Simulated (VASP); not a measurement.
These are PBEsol GGA, VASP's PBE PAW potentials (set 64) (plane waves; VASP) values and carry that method's errors.

The input files of a VASP run:

POSCAR:
```
SnO2
1
    4.7707259028     0.0000000000     0.0000000000
    0.0000000000     4.7707259028     0.0000000000
    0.0000000000     0.0000000000     3.2195149142
Sn O
2 4
Direct
  0.0000000000   0.0000000000   0.0000000000
  0.5000000000   0.5000000000   0.5000000000
  0.3064011750   0.3064011750   0.0000000000
  0.1935988250   0.8064011750   0.5000000000
  0.6935988250   0.6935988250   0.0000000000
  0.8064011750   0.1935988250   0.5000000000
```

**KPOINTS**
```
Automatic mesh
0
Gamma
4 4 6
0 0 0
```

**INCAR**
```
SIGMA  =  0.05   # width (eV)
NELM  =  100
ENCUT  =  520   # plane-wave cut-off (eV)
LMAXMIX  =  4   # l cut-off of mixed one-centre charges
PREC  =  Accurate
EDIFF  =  1E-6   # SCF stop (eV)
SYSTEM  =  SnO2
ISIF  =  3   # ions, shape and volume
LWAVE  =  F
LREAL  =  F
ALGO  =  Normal   # blocked Davidson
IBRION  =  2   # conjugate gradients
ISMEAR  =  0
LASPH  =  T   # aspherical one-centre terms
NSW  =  60   # most ionic steps
EDIFFG  =  -0.02   # ionic stop
LCHARG  =  F
GGA  =  PS
```

POTCAR, in this order: Sn_d O (PBE.64 set). Program: vasp_std.

The run wrote:

**OSZICAR**
```
       N       E                     dE             d eps       ncg     rms          rms(c)
DAV:   1     0.644721675488E+03    0.64472E+03   -0.26356E+04  1609   0.261E+03
DAV:   2     0.516641133829E+02   -0.59306E+03   -0.57083E+03  1684   0.676E+02
DAV:   3    -0.403391942814E+02   -0.92003E+02   -0.91045E+02  1691   0.226E+02
DAV:   4    -0.449828335206E+02   -0.46436E+01   -0.46227E+01  1786   0.555E+01
DAV:   5    -0.451262544926E+02   -0.14342E+00   -0.14338E+00  1929   0.987E+00    0.148E+01
DAV:   6    -0.396703911786E+02    0.54559E+01   -0.21736E+01  2318   0.690E+01    0.574E+00
DAV:   7    -0.397239447809E+02   -0.53554E-01   -0.17753E+00  1677   0.794E+00    0.321E+00
DAV:   8    -0.396826416736E+02    0.41303E-01   -0.27118E-01  2120   0.476E+00    0.718E-01
DAV:   9    -0.396686494767E+02    0.13992E-01   -0.72400E-02  2324   0.374E+00    0.136E-01
DAV:  10    -0.396690925373E+02   -0.44306E-03   -0.48629E-03  2100   0.652E-01    0.408E-02
DAV:  11    -0.396691335218E+02   -0.40985E-04   -0.18602E-04  2346   0.146E-01    0.194E-02
DAV:  12    -0.396691347281E+02   -0.12063E-05   -0.10290E-05  1756   0.273E-02    0.130E-02
DAV:  13    -0.396691318658E+02    0.28622E-05   -0.11754E-05  1881   0.436E-02    0.241E-03
DAV:  14    -0.396691320464E+02   -0.18061E-06   -0.83140E-07  1061   0.832E-03
   1 F= -.39669132E+02 E0= -.39669132E+02  d E =-.396691E+02
```

### OUTCAR
```
------------------------ aborting loop because EDIFF is reached ----------------------------------------
  FORCE on cell =-STRESS in cart. coord.  units (eV):
  Direction    XX          YY          ZZ          XY          YZ          ZX
  --------------------------------------------------------------------------------------
  Total        0.0296443      0.0296443     -0.0943746      0.0000000      0.0000000      0.0000000
  in kB        0.6481759      0.6481759     -2.0635097      0.0000000      0.0000000      0.0000000
  external PRESSURE =      -0.2557193 kB  Pullay stress =       0.0000000 kB
  volume of cell :       73.28
      direct lattice vectors                 reciprocal lattice vectors
     4.770725903  0.000000000  0.000000000     0.209611707  0.000000000  0.000000000
     0.000000000  4.770725903  0.000000000     0.000000000  0.209611707  0.000000000
     0.000000000  0.000000000  3.219514914     0.000000000  0.000000000  0.310605798
 POSITION                                       TOTAL-FORCE (eV/Angst)
 -----------------------------------------------------------------------------------
      0.00000      0.00000      0.00000         0.000000     -0.000000     -0.000000
      2.38536      2.38536      1.60976         0.000000     -0.000000     -0.000000
      1.46176      1.46176      0.00000        -0.011651     -0.011651      0.000000
      0.92361      3.84712      1.60976         0.011651     -0.011651      0.000000
      3.30897      3.30897      0.00000         0.011651      0.011651     -0.000000
      3.84712      0.92361      1.60976        -0.011651      0.011651     -0.000000
 -----------------------------------------------------------------------------------
    total drift:                                0.000000      0.000000      0.000000
  FREE ENERGIE OF THE ION-ELECTRON SYSTEM (eV)
  ---------------------------------------------------
  free  energy   TOTEN  =       -39.6691320464 eV

  energy  without entropy=      -39.6691320464  energy(sigma->0) =      -39.66913205

 reached required accuracy - stopping structural energy minimisation
```
(Selected blocks of OUTCAR.)

The structure comes from a measured SnO2 entry (P4_2/mnm) of the Crystallography Open Database, whose conditions weren't checked. It was relaxed first. The start is the result of an earlier pass.
